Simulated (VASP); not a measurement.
Level of theory: PBE GGA, VASP's PBE PAW potentials (set 64) (plane waves; VASP).

The input files of a VASP run:

KPOINTS:
```
kpoints
0
Gamma
 5 5 3
0.5 0.5 0.5
```

**INCAR**
```
ISIF = 3   ! ions, shape and volume
ALGO = Normal   ! blocked Davidson
GGA = PE
LASPH = .TRUE.   ! aspherical one-centre terms
NELM = 100   ! most electronic steps
NSW = 50
EDIFFG = -0.01   ! ionic stop
LCHARG = .FALSE.
PREC = Accurate
LMAXMIX = 4   ! l cut-off of mixed one-centre charges
LREAL = .FALSE.   ! projection in real space or not
ENCUT = 300
LWAVE = .FALSE.
IBRION = 2   ! conjugate gradients
SIGMA = 0.01   ! width (eV)
SYSTEM = CdSe
ISMEAR = 0
EDIFF = 1E-6
```

POSCAR:
```
CdSe
1
    4.2548220000     0.0000000000     0.0000000000
   -2.1274110000     3.6847840000     0.0000000000
    0.0000000000     0.0000000000     6.9409530000
Cd Se
2 2
Direct
  0.6666670000   0.3333330000   0.4999500000
  0.3333330000   0.6666670000   0.9999500000
  0.6666670000   0.3333330000   0.8759100000
  0.3333330000   0.6666670000   0.3759100000
```

POTCAR, in this order: Cd Se (PBE.64 set). Program: vasp_std.

At this cut-off the stress carries a Pulay error, which pulls relaxed volumes low. Energy and stress use the plane-wave basis of the starting cell.

**Question.** What does the run give for the energy per atom (σ→0), volume per atom?

**Answer.** 
| Item | Result |
|---|---|
| energy per atom (σ→0) | -2.746 eV/atom |
| volume per atom | 29.67 Å³/atom |

**OSZICAR**
```
...
DAV:   3    -0.109883974563E+02    0.47582E-01   -0.15550E-01   816   0.311E+00    0.143E+00
DAV:   4    -0.109835201639E+02    0.48773E-02   -0.10837E-02   828   0.791E-01    0.211E-01
DAV:   5    -0.109827306111E+02    0.78955E-03   -0.43565E-03   942   0.738E-01    0.149E-01
DAV:   6    -0.109827927125E+02   -0.62101E-04   -0.41379E-04   852   0.156E-01    0.326E-02
DAV:   7    -0.109827904410E+02    0.22715E-05   -0.81147E-06   930   0.267E-02    0.194E-02
DAV:   8    -0.109827915617E+02   -0.11207E-05   -0.68512E-06   846   0.119E-02    0.273E-03
DAV:   9    -0.109827918568E+02   -0.29512E-06   -0.28589E-07   618   0.341E-03
   3 F= -.10982792E+02 E0= -.10982792E+02  d E =-.152841E+00
```

The structure comes from a computed database's CdSe entry; how it stands against other phases isn't given here. This run relaxes it. Symmetry was kept, so distortions that lower it aren't found. The run is one of a series of settings (EDIFFG = -0.01, IBRION = 2, ISIF = 3, NSW = 50 against the base run), some of them coarse on purpose.
